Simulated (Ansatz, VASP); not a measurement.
# Si2Sb: VASP beside Ansatz

One calculation is typed for both programs; each brings its own data sets and cutoff. How far apart do they land? The cell is invented: As first built, before any earlier steps moved the atoms (in the runner's words): it takes the YSi2 structure with some of its atoms replaced by other elements, volume scaled by an estimate. It may not be a known or stable phase. The cell is taken from a series of VASP runs on this material, whose earlier steps may have relaxed, scaled or displaced it; both programs get it as it stands. Other levels of theory on this material are compared in a session of their own.

Method: plane waves, with VASP 6.6.1 beside it; band structure at PBEsol, band structure at r2SCAN and band structure at r2SCAN, spin-orbit coupling, in Ansatz 0.2.0.

## 1. Starting point

It takes space group P6/mmm (No. 191, hexagonal). Conventional cell: a = 4.057 Å, b = 4.057 Å, c = 4.407 Å, α = 90.00°, β = 90.00°, γ = 120.00°. Nearest to Sb lie 12 Si at 3.22 Å. Si has 3 Si at 2.34 Å and 6 Sb at 3.22 Å nearest. As first built, before any earlier steps moved the atoms (in the runner's words): sites of the YSi2 structure (space group 191) filled with other elements, volume scaled by an estimate. Farther neighbours are not listed.

## 2. Ansatz: band structure, PBEsol

Ansatz runs on its default PAW (the set named soft_2) files.

With cell and atoms fixed, the geometry can't cause a difference; cores, projectors, grids and the points listed under the comparison can.

Input file input.yaml:

```yaml
crystal:
  lattice:
    - [4.0565899002, 0.0, 0.0]
    - [-2.0282949501, 3.5131099905, 0.0]
    - [0.0, 0.0, 4.4065027854]
  atoms:
    - { symbol: Sb, position: [0.0, 0.0, 0.0] }
    - { symbol: Si, position: [0.33333333, 0.66666667, 0.5] }
    - { symbol: Si, position: [0.66666667, 0.33333333, 0.5] }
hamiltonian:
  xc: pbesol
  pseudopotentials: { kind: paw }
kpoints:
  mp_grid: { grid: [4, 4, 3] }
  band_path:
    path:
      - [0.0, 0.0, 0.0]
      - [0.13333, 0.0, 0.0]
      - [0.3, 0.0, 0.0]
      - [0.46667, 0.0, 0.0]
      - [0.46667, 0.06667, 0.0]
      - [0.41111, 0.17778, 0.0]
      - [0.35556, 0.28889, 0.0]
      - [0.28889, 0.28889, 0.0]
      - [0.17778, 0.17778, 0.0]
      - [0.06667, 0.06667, 0.0]
      - [0.0, 0.0, 0.03333]
      - [0.0, 0.0, 0.2]
      - [0.0, 0.0, 0.36667]
      - [0.0, 0.0, 0.5]
      - [0.16667, 0.0, 0.5]
      - [0.3, 0.0, 0.5]
      - [0.46667, 0.0, 0.5]
      - [0.46667, 0.06667, 0.5]
      - [0.41111, 0.17778, 0.5]
      - [0.35556, 0.28889, 0.5]
      - [0.28889, 0.28889, 0.5]
      - [0.17778, 0.17778, 0.5]
      - [0.06667, 0.06667, 0.5]
      - [0.5, 0.0, 0.46667]
      - [0.5, 0.0, 0.3]
      - [0.5, 0.0, 0.13333]
      - [0.33333, 0.33333, 0.0]
      - [0.33333, 0.33333, 0.16667]
      - [0.33333, 0.33333, 0.33333]
      - [0.33333, 0.33333, 0.5]
    npoints: 1
scf:
  occupations: { method: gaussian, width: 0.02 }
  n_extra_bands: 7
output:
  forces: true
  stress: true
  eigenvalues: true
```

Launch:

```
ansatz run input.yaml --threads 2 --pin off --max-ram 4608MiB --backend cpu --events-out ev --progress --plain --runs-dir out
```

Numbers of over 12 decimals in the logs are rounded to 6 here.

Output:

```text
scf.n_extra_bands = 7 over 12 filled bands (N_el = 23.0): the run solves 19 bands
Engine: ansatz 0.2.0, aarch64-unknown-linux-gnu
Pseudopotentials: kind: paw
Pseudopotential: Sb, paw, valence charge 15, recommended cutoff 420 eV (normal), Sb.paw.azcp
Pseudopotential: Si, paw, valence charge 4, recommended cutoff 420 eV (normal), Si.paw.azcp
Functional definition: PBEsol
  exchange = pbesol_x
  correlation = pbesol_c
Crystal: 3 atoms, lattice volume = 62.798 Å³
Basis set: ecut = 420 eV, 1215 PW (Γ), exchange–correlation on 60×60×60 points (8 copies of the dense FFT grid, shifted against one another)
Bands: 19, of which v1, the nominal top of the filled ones, is band 12 counted from 1 (11 counted from 0)
Symmetry: 24 space group operations
Space group: P6/mmm (ITA 191), of the structure as read, at distance tolerance 4.0e-5 Å
k-points: 8 of 48
Non-local potential: Sb, projectors of the file, l = 0: 2, l = 1: 2, l = 2: 2, l = 3: 2
Non-local potential: Si, projectors of the file, l = 0: 2, l = 1: 2, l = 2: 2
PAW form: soft (Blöchl's): semilocal exchange-correlation on the pseudo side does not see the compensation charge
PAW frozen core: Sb, regenerated for the run's functional, and the local potential with it (the file was generated under x = pbe(κ = 0.804, μ = 0.219515), c = pbe(β = 0.066725))
PAW frozen core: Si, regenerated for the run's functional, and the local potential with it (the file was generated under x = pbe(κ = 0.804, μ = 0.219515), c = pbe(β = 0.066725))
PAW one-centre angular grid: Sb, 590 points (default); XC on 64 Gauss nodes
PAW one-centre angular grid: Si, 110 points (default); XC on 64 Gauss nodes
Initial density: superposition of atomic densities (neutral atoms: chi_scale 0, normalization atom), corrected by the library's trained network
Initial wavefunctions: pseudopotential atomic-orbital guess
Functional: x = pbesol(κ = 0.804, μ = 0.123457), c = pbesol(β = 0.046)
SCF iter   1: F=—  HF=-7649.634967 eV  |F-HF|=—  |Δ(HF+E_count)|=         —  Δρ=7.37e-3  dr2=6.50e-2  ethr=1.77e-3  ⟨swp⟩=6.4  Hψ=901  notcnv=0
preconditioner: auto → Resta (q_TF=auto, 2.308 Å⁻¹)  ε∞=3.9  [insulator: Δε(μ)=0.169 eV  Ē_g=9.897 eV  σ=0.020 eV  W_gap=0.66  n_scr=20 (ndim 8)  ℏωp=16.9 eV  f_vac=0.000  D(μ)=19.28/eV (n_scr^D=442)  ε∞_Penn≈3.9]
SCF iter   2: F=—  HF=-7649.619866 eV  |F-HF|=—  |Δ(HF+E_count)|=   1.51e-2  Δρ=3.91e-3  dr2=1.23e-2  ethr=2.83e-4  ⟨swp⟩=2.0  Hψ=244  notcnv=0  defer=16
SCF iter   3: F=—  HF=-7649.616646 eV  |F-HF|=—  |Δ(HF+E_count)|=   3.22e-3  Δρ=9.92e-4  dr2=6.94e-4  ethr=5.36e-5  ⟨swp⟩=3.0  Hψ=214  notcnv=0  defer=17
SCF iter   4: F=—  HF=-7649.616500 eV  |F-HF|=—  |Δ(HF+E_count)|=   1.46e-4  Δρ=1.77e-4  dr2=2.45e-5  ethr=3.02e-6  ⟨swp⟩=2.2  Hψ=233  notcnv=0  defer=17
SCF iter   5: F=—  HF=-7649.616512 eV  |F-HF|=—  |Δ(HF+E_count)|=   1.20e-5  Δρ=4.51e-5  dr2=1.24e-6  ethr=1.06e-7  ⟨swp⟩=1.9  Hψ=175  notcnv=0  defer=17
SCF iter   6: F=-7649.616512 eV  HF=-7649.616512 eV  |F-HF|=6.67e-9  |Δ(HF+E_count)|=   8.10e-8  Δρ=4.27e-6  dr2=1.41e-8  ethr=4.35e-10  ⟨swp⟩=9.8  Hψ=859  notcnv=0
SCF 1 converged in 6 iterations: F = -7649.616512 eV  dr2 = 1.41e-8
  greatest PAW one-centre occupation: 0.996 electrons in one spin orbital (limit 2), on the Sb atom at site 0 (counted from 0), in its partial waves of l = 2
NSCF: frozen V_eff on 30 k-points
SCF converged after 6 iterations
Free energy (F): -7649.616512 eV
Harris-Foulkes:  -7649.616512 eV  (|F-HF|=6.67e-9)
Internal energy: -7649.612703 eV  (E = F + TS)
E sigma→0 (E₀):  -7649.614608 eV
Entropy (-TS):   -0.003809 eV (-1.270 meV/atom)
Fermi energy:    9.654429 eV
--- Per-component energies (eV) ---
  E_band       = -144.745514
  E_kinetic    = 286.390324
  E_local      = -1737.428227  (includes V_loc(G=0)·N_el)
  E_nonlocal   = 415.564660
  E_hartree    = 789.114070
  E_xc         = -247.199543
  E_vxc        = -190.568693  (∫ρ·V_xc dr)
  E_paw        = -5495.875033  (= ΣΔE_a)
  E_vpaw       = -496.928091  (= ΣTr[D̂ρ^β])
  E_aug_tail   = 0.000012  (compensation charges beyond the density's cutoff)
  E_ewald      = -1660.573945
  E_core_change = 0.394978  (= ΣΔE_core)
  E_smearing   = -0.003809  (= −TS)
  E_closure    = -0.000000  (closes the sum)
  Σ components = -7649.616512   (vs F -7649.616512, Δ=0.00e0)
--- Forces (eV/Å), atoms counted from 1 ---
  atom   1  Sb     0.00000000     0.00000000     0.00000000
  atom   2  Si     0.00000000    -0.00000000     0.00000000
  atom   3  Si    -0.00000000     0.00000000    -0.00000000
  max |Σ_I F_I| component: 5.55e-17 eV/Å
--- Stress (GPa, compression-positive) ---
        0.207765       0.000000       0.000000
        0.000000       0.207765      -0.000000
        0.000000      -0.000000      -5.337929
  P = ⅓ Tr σ = -1.6408 GPa (-16.408 kbar)
--- Band table (eV; the first three rows and the last of 8) ---
  k-point 0: bands = [... 8 lower, 6.9478, 6.9478, 8.4869, 8.4869, 8.7849, 12.2535, 14.2788, 14.5592, ... 3 higher]
  k-point 1: bands = [... 8 lower, 7.0766, 8.0907, 9.1442, 9.3613, 9.3613, 11.8730, 11.9184, 11.9184, ... 3 higher]
  k-point 2: bands = [... 8 lower, 5.4590, 5.6267, 7.9245, 10.4862, 11.2063, 11.2223, 13.0680, 13.3168, ... 3 higher]
  k-point 7: bands = [... 8 lower, 3.7990, 5.6349, 6.7707, 9.9589, 11.6746, 12.5826, 13.3455, 14.7260, ... 3 higher]
```

Wall time 3 s (2 threads of Arm Neoverse V2, shared host); peak memory 0.29 GiB; 1.9 s of CPU time.

Reading the cycles: dr2 is the Hartree energy of the density residual (eV), the measure of convergence; HF is the Harris–Foulkes estimate of the energy, which meets the free energy F at convergence.

## 3. VASP: band structure, PBEsol

The same cell, functional, mesh and smearing now go to VASP, with its own data sets and cutoff.

Lines of VASP's logs that name or quote its potential files are left out, and so is its time.

Input file INCAR:

```
SYSTEM = Si2Sb
PREC = Accurate
ENCUT = 400
EDIFF = 1E-06
NELM = 100
ISMEAR = 0
SIGMA = 0.02
LREAL = .FALSE.
ALGO = Normal
GGA = PS
LORBIT = 11
LWAVE = .FALSE.
LCHARG = .FALSE.
KPAR = 4
```

Input file POSCAR:

```
Si2Sb
1.0
    4.0565899002      0.0000000000      0.0000000000
   -2.0282949501      3.5131099905      0.0000000000
    0.0000000000      0.0000000000      4.4065027854
Sb Si
1 2
Direct
    0.0000000000      0.0000000000      0.0000000000
    0.3333333300      0.6666666700      0.5000000000
    0.6666666700      0.3333333300      0.5000000000
```

Input file KPOINTS:

```
Automatic mesh
0
Gamma
4 4 3
0 0 0
```

Input file KPOINTS_OPT:

```
Line mode
16
Line-mode
Reciprocal
  0.00000000   0.00000000   0.00000000 GAMMA
  0.50000000   0.00000000   0.00000000 M

  0.50000000   0.00000000   0.00000000 M
  0.33333333   0.33333333   0.00000000 K

  0.33333333   0.33333333   0.00000000 K
  0.00000000   0.00000000   0.00000000 GAMMA

  0.00000000   0.00000000   0.00000000 GAMMA
  0.00000000   0.00000000   0.50000000 A

  0.00000000   0.00000000   0.50000000 A
  0.50000000   0.00000000   0.50000000 L

  0.50000000   0.00000000   0.50000000 L
  0.33333333   0.33333333   0.50000000 H

  0.33333333   0.33333333   0.50000000 H
  0.00000000   0.00000000   0.50000000 A

  0.50000000   0.00000000   0.50000000 L
  0.50000000   0.00000000   0.00000000 M

  0.33333333   0.33333333   0.00000000 K
  0.33333333   0.33333333   0.50000000 H
```

PAW data sets: Sb and Si (PBE family, release 64).

Launch:

```
mpirun -np 4 vasp_std
```

Output:

```text
[banner, memory and clock lines left out]
running    4 mpi-ranks, on    1 nodes
 distrk:  each k-point on    1 cores,    4 groups
 distr:  one band on    1 cores,    1 groups

 POSCAR found type information on POSCAR SbSi
 POSCAR found :  2 types and       3 ions
|                                                                             |
|               ----> ADVICE to this user running VASP <----                  |
|                                                                             |
|     You enforced a specific xc type in the INCAR file but a different       |
|     [... a line on the potential file left out ...]
|     I HOPE YOU KNOW WHAT YOU ARE DOING!                                     |
|                                                                             |

 LDA part: xc-table for (Slater+PW92), standard interpolation
 POSCAR, INCAR and KPOINTS ok, starting setup
 FFT: planning ... GRIDC
 FFT: planning ... GRID_SOFT
 FFT: planning ... GRID
 WAVECAR not read
 entering main loop
       N       E                     dE             d eps       ncg     rms          rms(c)
DAV:   1     0.273680145020E+02    0.27368E+02   -0.38447E+03   160   0.773E+02
DAV:   2    -0.129734669283E+02   -0.40341E+02   -0.38488E+02   208   0.126E+02
DAV:   3    -0.148498404602E+02   -0.18764E+01   -0.17920E+01   190   0.275E+01
DAV:   4    -0.148778898632E+02   -0.28049E-01   -0.26990E-01   214   0.384E+00
DAV:   5    -0.148782490656E+02   -0.35920E-03   -0.35901E-03   194   0.323E-01    0.484E+00
DAV:   6    -0.146399367974E+02    0.23831E+00   -0.62822E-01   182   0.432E+00    0.268E+00
DAV:   7    -0.146134946097E+02    0.26442E-01   -0.73240E-02   180   0.176E+00    0.114E+00
DAV:   8    -0.146056345815E+02    0.78600E-02   -0.79909E-03   172   0.599E-01    0.114E-01
DAV:   9    -0.146055344827E+02    0.10010E-03   -0.30355E-04   184   0.136E-01    0.678E-02
DAV:  10    -0.146055216527E+02    0.12830E-04   -0.36058E-05   184   0.371E-02    0.445E-03
DAV:  11    -0.146055208888E+02    0.76398E-06   -0.30907E-06   166   0.121E-02
   1 F= -.14605521E+02 E0= -.14603598E+02  d E =-.384652E-02
 Start KPOINTS_OPT (optional k-point list driver)
k-point batch [1-8\144]
       N       E                     dE             ncg
DAV:   1     0.600913109328E+03    0.10349E+03      160
DAV:   2     0.275606049462E+03   -0.32531E+03      240
DAV:   3     0.264936173165E+03   -0.10670E+02      200
DAV:   4     0.264839381853E+03   -0.96791E-01      214
DAV:   5     0.264837972642E+03   -0.14092E-02      222
DAV:   6     0.264837928779E+03   -0.43863E-04      232
DAV:   7     0.264837927792E+03   -0.98730E-06      196
[...]
k-point batch [137-144\144]
       N       E                     dE             ncg
DAV:   1     0.395436261334E+03   -0.25590E+04      160
DAV:   2     0.154135044975E+03   -0.24130E+03      224
DAV:   3     0.146147538105E+03   -0.79875E+01      190
DAV:   4     0.145914515869E+03   -0.23302E+00      270
DAV:   5     0.145912410326E+03   -0.21055E-02      212
DAV:   6     0.145912358853E+03   -0.51474E-04      252
DAV:   7     0.145912356120E+03   -0.27329E-05      226
DAV:   8     0.145912356061E+03   -0.58719E-07      182
```

Parts of OUTCAR (step 3):

```text
ion  position               nearest neighbor table
   1  0.000  0.000  0.000-   2 3.22   3 3.22   2 3.22   3 3.22   3 3.22   3 3.22   2 3.22   2 3.22
                             3 3.22   3 3.22   2 3.22   2 3.22
   2  0.333  0.667  0.500-   3 2.34   3 2.34   3 2.34   1 3.22   1 3.22   1 3.22   1 3.22   1 3.22
                             1 3.22
   3  0.667  0.333  0.500-   2 2.34   2 2.34   2 2.34   1 3.22   1 3.22   1 3.22   1 3.22   1 3.22
                             1 3.22

  LATTYP: Found a hexagonal cell.
 ALAT       =     4.0565899002
 C/A-ratio  =     1.0862578900

 Subroutine GETGRP returns: Found 24 space group operations
 (whereof 24 operations were pure point group operations)

The static configuration has the point symmetry D_6h.

 Found      8 irreducible k-points:

   k-points           NKPTS =      8   k-points in BZ     NKDIM =      8   number of bands    NBANDS=     10

   dimension x,y,z NGX =    28 NGY =   28 NGZ =   30
   dimension x,y,z NGXF=    56 NGYF=   56 NGZF=   60

   ENCUT  =  400.0 eV  29.40 Ry    5.42 a.u.   6.62  6.62  7.19*2*pi/ulx,y,z

   NELECT =      13.0000    total number of electrons

 k-points in reciprocal lattice and weights: Automatic mesh
   0.00000000  0.00000000  0.00000000       0.021
   0.25000000  0.00000000  0.00000000       0.125
   0.50000000  0.00000000  0.00000000       0.062
   0.25000000  0.25000000  0.00000000       0.125
   0.00000000  0.00000000  0.33333333       0.042
   0.25000000  0.00000000  0.33333333       0.250
   0.50000000  0.00000000  0.33333333       0.125
   0.25000000  0.25000000  0.33333333       0.250

 average (electrostatic) potential at core
       1 -84.9223       2 -81.9622       3 -81.9622

 E-fermi :   8.0555

 k-point     1 :       0.0000    0.0000    0.0000
  band No.  band energies     occupation
    ...
      4       5.3473      2.00000
      5       5.3473      2.00000
      6       6.8847      2.00000
      7       6.8847      2.00000
      8       7.1871      2.00000
      9      10.6459      0.00000
     10      12.6841      0.00000

 k-point     2 :       0.2500    0.0000    0.0000
  band No.  band energies     occupation
    ...
      2       0.4258      2.00000
      3       2.4212      2.00000
      4       3.8513      2.00000
      5       4.0243      2.00000
      6       6.3222      2.00000
      7       8.8885      0.00000
      8       9.6091      0.00000
      9       9.6181      0.00000
     10      11.4652      0.00000

 k-point     3 :       0.5000    0.0000    0.0000
  band No.  band energies     occupation
    ...
      4       3.3792      2.00000
      5       5.8421      2.00000
      6       6.3165      2.00000
      7       6.6749      2.00000
      8       7.7976      2.00000
      9       9.7557      0.00000
     10      10.8045      0.00000

  Total        0.1010325      0.1010325     -2.1613125      0.0000000      0.0000000      0.0000000
  in kB        2.5776537      2.5776539    -55.1418396      0.0000000      0.0000000      0.0000000
  external PRESSURE =     -16.6621773 kB  Pullay stress =       0.0000000 kB

  energy-cutoff  :      400.00
  volume of cell :       62.80
      direct lattice vectors                 reciprocal lattice vectors
     4.056589900  0.000000000  0.000000000     0.246512471  0.142324038  0.000000000
    -2.028294950  3.513109990  0.000000000     0.000000000  0.284648076  0.000000000
     0.000000000  0.000000000  4.406502785     0.000000000  0.000000000  0.226937335

 POSITION                                       TOTAL-FORCE (eV/Angst)
 -----------------------------------------------------------------------------------
      0.00000      0.00000      0.00000        -0.000000      0.000000     -0.000000
     -0.00000      2.34207      2.20325        -0.000000     -0.000000      0.000000
      2.02829      1.17104      2.20325         0.000000      0.000000     -0.000000
 -----------------------------------------------------------------------------------
    total drift:                               -0.000000     -0.000000      0.000000

  FREE ENERGIE OF THE ION-ELECTRON SYSTEM (eV)
  ---------------------------------------------------
  free  energy   TOTEN  =       -14.6055208888 eV

  energy  without entropy=      -14.6016743652  energy(sigma->0) =      -14.60359763

 total charge
# of ion       s       p       d       tot
------------------------------------------
    1        1.231   1.059   0.034   2.324
    2        0.839   0.763   0.000   1.603
    3        0.839   0.763   0.000   1.603
--------------------------------------------------
tot          2.910   2.586   0.034   5.530

[... 3 further parts left out ...]
```

The run ends at a pressure of -1.67 GPa.

## 4. Side by side

Known differences besides the potentials themselves: the data sets hold 23 valence electrons in Ansatz (default PAW (the set named soft_2) files) and 13 in VASP; the cutoff is 420 eV in Ansatz and 400 eV in VASP; Ansatz makes its cores anew for this functional, VASP keeps those of its PBE data sets; VASP leaves aspherical gradient terms in its spheres out (LASPH is not set), Ansatz keeps them. Total energies have different zeros and are not compared.

The two programs side by side:

```
      quantity  Ansatz   VASP  difference
pressure (GPa)   -1.64  -1.67       +0.03
```

Levels from 3 eV below to 2 eV above the Fermi level differ by 4 meV r.m.s. and 9 meV at most; each VASP level is matched to the nearest of Ansatz, which flatters the figure a little. Ansatz's pressure holds a Pulay correction of 0.03 GPa; VASP's holds none.

(Part 1 of 2 ends here.)

[Lines on the potential files, build, host, timing and source positions are cut from VASP's logs without a mark.]

[Logs are printed without paths, hosts, clocks, repeated set-up lines and the standing remarks that a program may print on its own settings, such as how far it seeks lower states.]

[Hosts, paths, dates, database ids (printed as entryN), source tags and the programs' standing remarks are cut or masked in the printed files.]
